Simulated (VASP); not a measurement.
# RuBr2 (Fm-3m) in VASP: single point with r2SCAN

Aim: the single point of RuBr2 with r2SCAN.

Everything below comes from runs of VASP 6.6.1. Logs are shortened: lines on timing, memory, paths and dates and some standing lists are left out, and cuts for length are marked.

## 1. Starting point

It takes space group Fm-3m (No. 225, cubic). Conventional cell: a = 6.508 Å, b = 6.508 Å, c = 6.508 Å, α = 90.00°, β = 90.00°, γ = 90.00°. Br (site symmetry -43m) is surrounded by 4 Ru at 2.82 Å. Ru (site symmetry m-3m) has 8 Br at 2.82 Å as nearest neighbours.

The cell was built by a generator and needn't be a form met in nature.

## 2. Single point, r2SCAN

POSCAR

```
RuBr2
1.0
    0.0000000000      3.2540503300      3.2540503300
    3.2540503300      0.0000000000      3.2540503300
    3.2540503300      3.2540503300      0.0000000000
Br Ru
2 1
Direct
    0.2500000000      0.2500000000      0.2500000000
    0.7500000000      0.7500000000      0.7500000000
    0.0000000000      0.0000000000      0.0000000000
```

INCAR.step1

```
  PREC = Accurate
  ENCUT = 520
  ISMEAR = -5
  SIGMA = 0.05
  LREAL = F
  LASPH = T
  NELM = 100
  LMAXMIX = 4
  NBANDS = 21
  GGA = PE
  ALGO = Normal
  EDIFF = 1E-4
  LWAVE = T
  LCHARG = F
```

INCAR.step2

```
  PREC = Accurate
  ENCUT = 520
  EDIFF = 1E-7
  ISMEAR = 0
  SIGMA = 0.05
  LREAL = F
  LASPH = T
  NELM = 100
  ALGO = Normal
  ISIF = 2
  LWAVE = F
  LCHARG = F
  LMAXMIX = 4
  METAGGA = R2SCAN
  LMIXTAU = T
  LORBIT = 11
  NBANDS = 21
  ISTART = 1
```

KPOINTS

```
Automatic mesh
0
Gamma
  9 9 9
```

Potentials or basis: VASP PAW PBE potentials, release 64 (Br, Ru_pv).

Command:

```sh
cat potpaw_PBE.64/Br/POTCAR potpaw_PBE.64/Ru_pv/POTCAR > POTCAR
cp INCAR.step1 INCAR
mpirun -np 1 vasp_std > vasp.out
cp INCAR.step2 INCAR
mpirun -np 1 vasp_std > vasp.out
```

OUTCAR:

```text
PREC = Accurate
   ENCUT = 520
   EDIFF = 1E-7
   ISMEAR = 0
   LREAL = F
   LASPH = T
   NELM = 100
   ISIF = 2
   METAGGA = R2SCAN
   LORBIT = 11
   ISTART = 1

 ion  position               nearest neighbor table
   1  0.250  0.250  0.250-   3 2.82   3 2.82   3 2.82   3 2.82
   2  0.750  0.750  0.750-   3 2.82   3 2.82   3 2.82   3 2.82
   3  0.000  0.000  0.000-   2 2.82   2 2.82   2 2.82   1 2.82   2 2.82   1 2.82   1 2.82   1 2.82

  LATTYP: Found a face centered cubic cell.
 ALAT       =     6.5081006600

  Lattice vectors:

 A1 = (   0.0000000000,   3.2540503300,   3.2540503300)
 A2 = (   3.2540503300,   0.0000000000,   3.2540503300)
 A3 = (   3.2540503300,   3.2540503300,   0.0000000000)

Analysis of symmetry for initial positions (statically):
=====================================================================
 Subroutine PRICEL returns:
 Original cell was already a primitive cell.

 Routine SETGRP: Setting up the symmetry group for a
 face centered cubic supercell.

 Subroutine GETGRP returns: Found 48 space group operations
 (whereof 48 operations were pure point group operations)
 out of a pool of 48 trial point group operations.

The static configuration has the point symmetry O_h .

Analysis of symmetry for dynamics (positions and initial velocities):
=====================================================================
 Subroutine PRICEL returns:
 Original cell was already a primitive cell.

 Routine SETGRP: Setting up the symmetry group for a
 face centered cubic supercell.

 Subroutine GETGRP returns: Found 48 space group operations
 (whereof 48 operations were pure point group operations)
 out of a pool of 48 trial point group operations.

The dynamic configuration has the point symmetry O_h .

 Subroutine INISYM returns: Found 48 space group operations
 (whereof 48 operations are pure point group operations),
 and found     1 'primitive' translations

----------------------------------------------------------------------------------------

                                     Primitive cell

  volume of cell :      68.9133

  direct lattice vectors                    reciprocal lattice vectors
     0.000000000  3.254050330  3.254050330    -0.153654661  0.153654661  0.153654661
     3.254050330  0.000000000  3.254050330     0.153654661 -0.153654661  0.153654661
     3.254050330  3.254050330  0.000000000     0.153654661  0.153654661 -0.153654661

  length of vectors
     4.601922109  4.601922109  4.601922109     0.266137679  0.266137679  0.266137679

  position of ions in fractional coordinates (direct lattice)
     0.250000000  0.250000000  0.250000000
     0.750000000  0.750000000  0.750000000
     0.000000000  0.000000000  0.000000000

  ion indices of the primitive-cell ions
   primitive index   ion index
                 1           1
                 2           2
                 3           3

----------------------------------------------------------------------------------------

 KPOINTS: Automatic mesh

Automatic generation of k-mesh.
 Grid dimensions read from file:
 generate k-points for:    9    9    9

 Generating k-lattice:

  Cartesian coordinates                     Fractional coordinates (reciprocal lattice)
    -0.017072740  0.017072740  0.017072740     0.111111111  0.000000000  0.000000000
     0.017072740 -0.017072740  0.017072740     0.000000000  0.111111111  0.000000000
     0.017072740  0.017072740 -0.017072740     0.000000000  0.000000000  0.111111111

  Length of vectors
     0.029570853  0.029570853  0.029570853

  Shift w.r.t. Gamma in fractional coordinates (k-lattice)
     0.000000000  0.000000000  0.000000000

 Subroutine IBZKPT returns following result:
 ===========================================

 Found     35 irreducible k-points:

 Following reciprocal coordinates:
            Coordinates               Weight
  0.000000  0.000000  0.000000      1.000000
  0.111111  0.000000  0.000000      8.000000
  0.222222  0.000000  0.000000      8.000000
  0.333333  0.000000  0.000000      8.000000
  0.444444  0.000000  0.000000      8.000000
  0.111111  0.111111  0.000000      6.000000
[... 16 lines left out ...]
 -0.333333  0.333333  0.000000     12.000000
  0.444444  0.444444  0.000000      6.000000
 [... further k-points ...]
   k-points           NKPTS =     35   k-points in BZ     NKDIM =     35   number of bands    NBANDS=     21
   number of dos      NEDOS =    301   number of ions     NIONS =      3
   total plane-waves  NPLWV =  46656
   dimension x,y,z NGX =    36 NGY =   36 NGZ =   36
   dimension x,y,z NGXF=    72 NGYF=   72 NGZF=   72
   ions per type =               2   1
   NGX,Y,Z   is equivalent  to a cutoff of  13.01, 13.01, 13.01 a.u.
   NGXF,Y,Z  is equivalent  to a cutoff of  26.01, 26.01, 26.01 a.u.
 SYSTEM =  unknown system
   PREC   = accura    normal or accurate (medium, high low for compatibility)
   ISTART =      1    job   : 0-new  1-cont  2-samecut
   ICHARG =      0    charge: 1-file 2-atom 10-const
   ISPIN  =      1    spin polarized calculation?
   LNONCOLLINEAR =      F non collinear calculations
   LSORBIT =      F    spin-orbit coupling
   LASPH  =      T    aspherical Exc in radial PAW
   ENCUT  =  520.0 eV  38.22 Ry    6.18 a.u.   8.56  8.56  8.56*2*pi/ulx,y,z
   NELM   =    100;   NELMIN=  2; NELMDL=  0     # of ELM steps
   EDIFF  = 0.1E-06   stopping-criterion for ELM
   LREAL  =      F    real-space projection
   EDIFFG = 0.1E-05   stopping-criterion for IOM
   NSW    =      0    number of steps for IOM
   IBRION =     -1    ionic relax: 0-MD 1-quasi-New 2-CG
   NFREE  =      0    steps in history (QN), initial steepest desc. (CG)
   ISIF   =      2    stress and relaxation
   ISYM   =      2    0-nonsym 1-usesym 2-fastsym
   POTIM  = 0.5000    time-step for ionic-motion
   TEBEG  =    0.0;   TEEND  =   0.0 temperature during run
   PSTRESS=    0.0 pullay stress
   NELECT =      28.0000    total number of electrons
   NUPDOWN=      -1.0000    fix difference up-down
   EMIN   =  10.00;   EMAX   =-10.00  energy-range for DOS
   EFERMI =   0.00;   METHOD = LEGACY
   ISMEAR =     0;   SIGMA  =   0.05  broadening in eV -4-tet -1-fermi 0-gaus
   EFERMI_NEDOS =   21; number of points for ismear=-14 and -15
   IALGO  =     38    algorithm
   IMIX   =      4    mixing-type and parameters
     AMIX     =   0.40;   BMIX     =  1.00
     AMIX_MAG =   1.60;   BMIX_MAG =  1.00
  volume/ion in A,a.u.               =      22.97       155.02
  Fermi-wavevector in a.u.,A,eV,Ry     =   1.212532  2.291353 20.003749  1.470234
  Thomas-Fermi vector in A             =   2.348013
   LORBIT       =     11    0 simple, 1 ext, 2 COOP (PROOUT), +10 PAW based schemes
   METAGGA = R2SCAN    functional components
   LHFCALC =     F    Hartree Fock is set to
   AEXX    =    0.0000 exact exchange contribution
   IVDW    =     0    specifies the selected vdW correction
   LEPSILON=     F    determine dielectric tensor
   LRPA    =     F    only Hartree local field effects (RPA)
 non-spin polarized calculation
 Gauss-broadening in eV      SIGMA  =   0.05
  energy-cutoff  :      520.00
  volume of cell :       68.91
 maximum number of plane-waves:      1871
 NGX is ok and might be reduce to    36

 number of electron      28.0000004 magnetization

 Free energy of the ion-electron system (eV)
  ---------------------------------------------------
  ext. energy  EPLUGINS =         0.00000000
  ---------------------------------------------------
  free energy    TOTEN  =       -50.60437156 eV

  energy without entropy =      -50.59954539  energy(sigma->0) =      -50.60195848

 E-fermi :   5.0303     XC(G=0): -10.5894

 val. band max:        5.0234906931   @ k =  -0.3333   0.3333   0.0000
 cond. band min:       5.0356450905   @ k =   0.2222   0.0000   0.0000
 fundamental gap:      0.0121543973
 Fermi energy:         5.0303249834

 k-point     1 :       0.0000    0.0000    0.0000
  band No.  band energies     occupation
      1     -38.7943      2.00000
      2     -38.7943      2.00000
      3     -38.7943      2.00000
      4     -12.7707      2.00000
      5     -10.6704      2.00000
      6      -1.0798      2.00000
[... 13 lines left out ...]
     20       9.7152      0.00000
     21      13.5434      0.00000

 k-point     2 :       0.1111    0.0000    0.0000
  band No.  band energies     occupation
      1     -38.7946      2.00000
      2     -38.7943      2.00000
      3     -38.7943      2.00000
      4     -12.7074      2.00000
      5     -10.7458      2.00000
      6      -1.0165      2.00000
[... 13 lines left out ...]
     20       9.9959      0.00000
     21      13.7139      0.00000

 k-point     3 :       0.2222    0.0000    0.0000
  band No.  band energies     occupation
      1     -38.7954      2.00000
      2     -38.7944      2.00000
      3     -38.7944      2.00000
      4     -12.5271      2.00000
      5     -10.9513      2.00000
      6      -0.8366      2.00000
[... 13 lines left out ...]
     20      10.7523      0.00000
     21      14.2245      0.00000
[... 457 lines left out ...]
 k-point    23 :      -0.3333    0.3333    0.0000
  band No.  band energies     occupation
      1     -38.7962      2.00000
      2     -38.7961      2.00000
      3     -38.7949      2.00000
      4     -11.7217      2.00000
      5     -11.6893      2.00000
      6      -1.7925      2.00000
[... 13 lines left out ...]
     20      13.4680      0.00000
     21      13.4819      0.00000

 k-point    24 :       0.4444    0.4444    0.0000
  band No.  band energies     occupation
      1     -38.7970      2.00000
      2     -38.7952      2.00000
      3     -38.7952      2.00000
      4     -11.9816      2.00000
      5     -11.3741      2.00000
      6      -2.1977      2.00000
[... 13 lines left out ...]
     20      13.9123      0.00000
     21      15.1063      0.00000

 [... further k-points ...]

------------------------ aborting loop because EDIFF is reached ----------------------------------------

  FORCE on cell =-STRESS in cart. coord.  units (eV):
  Direction    XX          YY          ZZ          XY          YZ          ZX
  --------------------------------------------------------------------------------------
  -------------------------------------------------------------------------------------
  Total       -1.9188300     -1.9188300     -1.9188300     -0.0000000      0.0000000     -0.0000000
  in kB      -44.6112393    -44.6112393    -44.6112393     -0.0000000      0.0000000     -0.0000000
  external PRESSURE =     -44.6112393 kB  Pullay stress =       0.0000000 kB

 VOLUME and BASIS-vectors are now :
 -----------------------------------------------------------------------------
  energy-cutoff  :      520.00
  volume of cell :       68.91
      direct lattice vectors                 reciprocal lattice vectors
     0.000000000  3.254050330  3.254050330    -0.153654661  0.153654661  0.153654661
     3.254050330  0.000000000  3.254050330     0.153654661 -0.153654661  0.153654661
     3.254050330  3.254050330  0.000000000     0.153654661  0.153654661 -0.153654661

 POSITION                                       TOTAL-FORCE (eV/Angst)
 -----------------------------------------------------------------------------------
      1.62703      1.62703      1.62703        -0.000000     -0.000000     -0.000000
      4.88108      4.88108      4.88108         0.000000      0.000000      0.000000
      0.00000      0.00000      0.00000         0.000000      0.000000     -0.000000
 -----------------------------------------------------------------------------------
    total drift:                               -0.000000      0.000000      0.000000

  FREE ENERGIE OF THE ION-ELECTRON SYSTEM (eV)
  ---------------------------------------------------
  free  energy   TOTEN  =       -50.6043715648 eV

  energy  without entropy=      -50.5995453930  energy(sigma->0) =      -50.60195848

 total charge

# of ion       s       p       d       tot
------------------------------------------
    1        1.638   3.160   0.042   4.840
    2        1.638   3.160   0.042   4.840
    3        0.165   6.088   6.006  12.260
--------------------------------------------------
tot          3.440  12.409   6.091  21.940
```

Run time: 3.3 min. Hardware: 1 thread of Intel Xeon Platinum 8488C (Sapphire Rapids), shared host; peak memory 0.24 GiB.

What came out:

```yaml
Free_energy: -50.6044 eV
Pressure: -4.5 GPa
Band_gap_on_the_k_mesh: none (metal or under the smearing width)
Valence_electrons_inside_the_program's_atomic_spheres: Br 4.84; Ru 12.26
```

Levels at points of the mesh, in eV from the Fermi level:
| k point | band 12 | band 13 | band 14 | band 15 | band 16 | band 17 |
| --- | --- | --- | --- | --- | --- | --- |
| (0.00, 0.00, 0.00) | -1.65 | -1.65 | 0.82 | 0.82 | 0.82 | 2.68 |

Caveat: the PAW data sets were made with another functional, which shifts forces and pressure a little.
